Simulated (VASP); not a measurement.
An input for Ansatz (written as the equivalent of a VASP run, and not itself run):

Ansatz 0.2 input:
```yaml
crystal:
  lattice:
    - [0.0000000, 1.8075000, 1.8075000]
    - [1.8075000, 0.0000000, 1.8075000]
    - [1.8075000, 1.8075000, 0.0000000]
  atoms:
    - { symbol: B, position: [0.0000000, 0.0000000, 0.0000000] }
    - { symbol: N, position: [0.2500000, 0.2500000, 0.2500000] }
kpoints:
  mp_grid: { grid: [11, 11, 11] }
hamiltonian:
  xc: rpbe
  pseudopotentials: { kind: paw }
scf:
  occupations: { method: gaussian, width: 0.05 }
  max_iter: 100
relax:
  max_steps: 60
  f_tol: 0.01
  cell: {}
output: { forces: true, stress: true, eigenvalues: true }
```

**Question.** Write the VASP files for the same calculation (RPBE).

**Answer.** This is not unique; one that fits is 
### POSCAR
```
BN
1.0
  0.0000000000   1.8075000000   1.8075000000
  1.8075000000   0.0000000000   1.8075000000
  1.8075000000   1.8075000000   0.0000000000
B N
1 1
Cart
  0.0000000000   0.0000000000   0.0000000000
  0.9037500000   0.9037500000   0.9037500000
```

KPOINTS:
```
Automatic mesh
0
Gamma
11 11 11
0 0 0
```

**INCAR**
```
# general
SYSTEM = BN
PREC   = Accurate
ENCUT  = 520
LREAL  = .False.
LASPH  = .True.

# electronic loop
EDIFF  = 1E-6
NELM   = 100
ALGO   = Normal

# smearing
ISMEAR = 0
SIGMA  = 0.05

# functional
GGA    = RP

# ions
IBRION = 2
NSW    = 60
ISIF   = 3
EDIFFG = -0.01

# output
LWAVE  = .False.
LCHARG = .False.
```

POTCAR, in this order: B N (PBE.64 set). Program: vasp_std.

What does not carry over: each code has its own PAW files, so the cut-off isn't converted (ENCUT is set for VASP's; basis.ecutwfc is left out, and Ansatz then takes the one that its files recommend); Ansatz stops its SCF on the density residual and VASP on the energy change (EDIFF).

The compound is BN in the zinc blende structure. This run relaxes it. Symmetry was kept, so distortions that lower it aren't found.
